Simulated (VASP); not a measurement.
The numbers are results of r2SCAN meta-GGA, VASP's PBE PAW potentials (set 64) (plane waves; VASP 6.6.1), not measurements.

VASP input:

### INCAR
```
# general
SYSTEM =CuZn
PREC   =Accurate
ENCUT  =480
LREAL  =F   # projection in real space or not
LASPH  =T

# electronic loop
EDIFF  =1E-7   # SCF stop (eV)
NELM   =100   # most electronic steps
ALGO   =Normal   # blocked Davidson
LMAXMIX=4   # l cut-off of mixed one-centre charges
LMIXTAU=T

# smearing
ISMEAR =1
SIGMA  =0.1

# functional
METAGGA=R2SCAN

# ions
ISIF   =2

# output
LWAVE  =F
LCHARG =F
```

**POSCAR**
```
CuZn
1.0
  2.9180713884   0.0000000000   0.0000000000
  0.0000000000   2.9180713884   0.0000000000
  0.0000000000   0.0000000000   2.9180713884
Zn Cu
1 1
Cart
  1.4590356942   1.4590356942   1.4590356942
  0.0000000000   0.0000000000   0.0000000000
```

### KPOINTS
```
Automatic mesh
0
Gamma
12 12 12
0 0 0
```

POTCAR, in this order: Zn Cu (PBE.64 set). Program: vasp_std.

Output of the run:

OSZICAR:
```
       N       E                     dE             d eps       ncg     rms          rms(c)
DAV:   1     0.945039513789E+02    0.94504E+02   -0.11437E+04  2608   0.247E+03
DAV:   2    -0.206032045278E+02   -0.11511E+03   -0.11208E+03  2527   0.333E+02
DAV:   3    -0.239785133768E+02   -0.33753E+01   -0.33689E+01  3130   0.771E+01
DAV:   4    -0.240029605007E+02   -0.24447E-01   -0.24444E-01  2968   0.569E+00
DAV:   5    -0.240033169085E+02   -0.35641E-03   -0.35640E-03  3357   0.720E-01    0.983E+00
DAV:   6    -0.210901235940E+02    0.29132E+01   -0.23778E+01  2625   0.131E+02    0.707E+00
DAV:   7    -0.199159618022E+02    0.11742E+01   -0.45718E+00  2679   0.998E+01    0.256E+00
DAV:   8    -0.199377115991E+02   -0.21750E-01   -0.41193E-01  3768   0.138E+01    0.158E+00
DAV:   9    -0.199306421078E+02    0.70695E-02   -0.35145E-02  3689   0.484E+00    0.310E-01
DAV:  10    -0.199329218216E+02   -0.22797E-02   -0.11635E-02  3553   0.222E+00    0.627E-02
DAV:  11    -0.199327161542E+02    0.20567E-03   -0.16254E-03  3666   0.798E-01    0.615E-02
DAV:  12    -0.199333181426E+02   -0.60199E-03   -0.75747E-04  3624   0.438E-01    0.173E-02
DAV:  13    -0.199334106067E+02   -0.92464E-04   -0.90639E-05  2976   0.173E-01    0.593E-03
DAV:  14    -0.199334196774E+02   -0.90707E-05   -0.93269E-06  3265   0.700E-02    0.723E-03
DAV:  15    -0.199334202747E+02   -0.59728E-06   -0.41070E-06  3374   0.578E-02    0.170E-03
DAV:  16    -0.199334196678E+02    0.60686E-06   -0.16917E-07  1983   0.872E-03    0.718E-04
DAV:  17    -0.199334197416E+02   -0.73834E-07   -0.45968E-08  1379   0.414E-03
   1 F= -.19933420E+02 E0= -.19933366E+02  d E =-.162485E-03
```

OUTCAR:
```
------------------------ aborting loop because EDIFF is reached ----------------------------------------
  FORCE on cell =-STRESS in cart. coord.  units (eV):
  Direction    XX          YY          ZZ          XY          YZ          ZX
  --------------------------------------------------------------------------------------
  Total        0.1175062      0.1175062      0.1175062      0.0000000      0.0000000     -0.0000000
  in kB        7.5767645      7.5767645      7.5767645      0.0000000      0.0000000     -0.0000000
  external PRESSURE =       7.5767645 kB  Pullay stress =       0.0000000 kB
  volume of cell :       24.85
      direct lattice vectors                 reciprocal lattice vectors
     2.918071388  0.000000000  0.000000000     0.342692096  0.000000000  0.000000000
     0.000000000  2.918071388  0.000000000     0.000000000  0.342692096  0.000000000
     0.000000000  0.000000000  2.918071388     0.000000000  0.000000000  0.342692096
 POSITION                                       TOTAL-FORCE (eV/Angst)
 -----------------------------------------------------------------------------------
      1.45904      1.45904      1.45904         0.000000      0.000000      0.000000
      0.00000      0.00000      0.00000         0.000000      0.000000      0.000000
 -----------------------------------------------------------------------------------
    total drift:                                0.000000      0.000000     -0.000000
  FREE ENERGIE OF THE ION-ELECTRON SYSTEM (eV)
  ---------------------------------------------------
  free  energy   TOTEN  =       -19.9334197416 eV

  energy  without entropy=      -19.9332572563  energy(sigma->0) =      -19.93336558
```
(Selected blocks of OUTCAR.)

The compound is CuZn in the CsCl type structure. It was relaxed first. The electron count is odd and the run is not spin-polarised, which forces a metal.
